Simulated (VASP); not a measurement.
VASP runs on CuAu (L1_0) share one base input (PBE GGA, plane waves, VASP's PBE PAW potentials (set 64)) and change the settings named in each case.

File KPOINTS:
```
Automatic mesh
0
Gamma
12 12 9
0 0 0
```

### INCAR
```
! general
SYSTEM  = CuAu
PREC    = Accurate
ENCUT   = 400
LREAL   = .FALSE.
LASPH   = .TRUE.

! electronic loop
EDIFF   = 1E-6
NELM    = 100
ALGO    = Normal
LMAXMIX = 6

! smearing
ISMEAR  = 1
SIGMA   = 0.1

! functional
GGA     = PE

! ions
ISIF    = 2

! output
LWAVE   = .FALSE.
LCHARG  = .FALSE.
```

### POSCAR
```
CuAu
2.80
  1.0000000000   0.0000000000   0.0000000000
  0.0000000000   1.0000000000   0.0000000000
  0.0000000000   0.0000000000   1.3107142857
Cu Au
1 1
Cartesian
  0.0000000000   0.0000000000   0.0000000000
  0.5000000000   0.5000000000   0.6553571429
```

POTCAR, in this order: Cu Au (PBE.64 set). Program: vasp_std.

```
change                                                  E(σ→0) (eV/atom)  pressure (GPa)  −TS (eV)  irreducible k-points
------------------------------------------------------  ----------------  --------------  --------  --------------------
base run                                                         -3.5163            6.35   -0.0009                   140
KGAMMA = .TRUE., KSPACING = 0.25, KPOINTS file removed           -3.5263            6.09   -0.0002                    60
KGAMMA = .TRUE., KSPACING = 0.35, KPOINTS file removed           -3.5348            6.07   -0.0008                    30
KGAMMA = .TRUE., KSPACING = 0.5, KPOINTS file removed            -3.5681            5.84   -0.0021                    18
KGAMMA = .TRUE., KSPACING = 0.4, KPOINTS file removed            -3.4992            6.41   -0.0002                    30
KGAMMA = .TRUE., KSPACING = 0.16, KPOINTS file removed           -3.5174            6.26   -0.0005                   216
```
 Unless said otherwise, spin-orbit coupling is left out, though it shifts the bands of the heavy elements here.

Left out are runs that ran out of time, are held back, or changed the cell or the kind of run, fixed moments of cells without a moment, rows past the twelfth, gaps on odd meshes, pressures of charged cells and columns that move by less than the noise.

The compound is CuAu in the L1_0 structure. The cell was not relaxed at this level.
